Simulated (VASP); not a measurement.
Input of a VASP 6.6.1 run:

File INCAR:

```
ALGO     = Fast           # electronic algorithm
EDIFF    = 1E-6           # SCF threshold, eV
ENCUT    = 520            # plane-wave cutoff, eV
GGA      = PE             # functional
ISIF     = 2              # what is computed and relaxed
ISMEAR   = 0              # smearing method
IVDW     = 2              # dispersion correction
LASPH    = T              # aspherical terms in the spheres
LCHARG   = F              # write CHGCAR
LORBIT   = 11             # projections on sites
LREAL    = F              # projectors in reciprocal space
LWAVE    = F              # write WAVECAR
NELM     = 100            # most SCF steps
PREC     = Accurate       # precision mode
SIGMA    = 0.01           # smearing width, eV
```

File KPOINTS:

```
k-points
0
Gamma
  1 1 1
```

Contents of POSCAR:

```
ZrIF3
1.0
   12.0000000000      0.0000000000      0.0000000000
    0.0000000000     13.0000000000      0.0000000000
    0.0000000000      0.0000000000     12.0000000000
F Zr I
3 1 1
Direct
    0.4092833300      0.4305615400      0.6246958300
    0.6172583300      0.3844692300      0.4848458300
    0.3849083300      0.3633230800      0.3809708300
    0.4723666700      0.4402923100      0.4812625000
    0.4803000000      0.6399076900      0.4158375000
```

Potentials or basis: VASP PAW PBE potentials, release 64 (F, Zr_sv, I).

Launch:

```sh
$ cat potpaw_PBE.64/F/POTCAR potpaw_PBE.64/Zr_sv/POTCAR potpaw_PBE.64/I/POTCAR > POTCAR
$ mpirun -np 1 vasp_gam > vasp.out
```

(1) Estimate the Hirshfeld charges.

(2) What does it give for the dispersion energy per atom?

(3) What does it give for the gap between the frontier levels?

(4) Estimate the largest force.

Results:

(1) F -0.25; Zr +0.91; I -0.14 e.

(2) -0.008 eV.

(3) 4.40 eV.

(4) 0.617 eV/Å.

Caveat: spin-orbit coupling is left out, which moves the levels of the heavy elements.
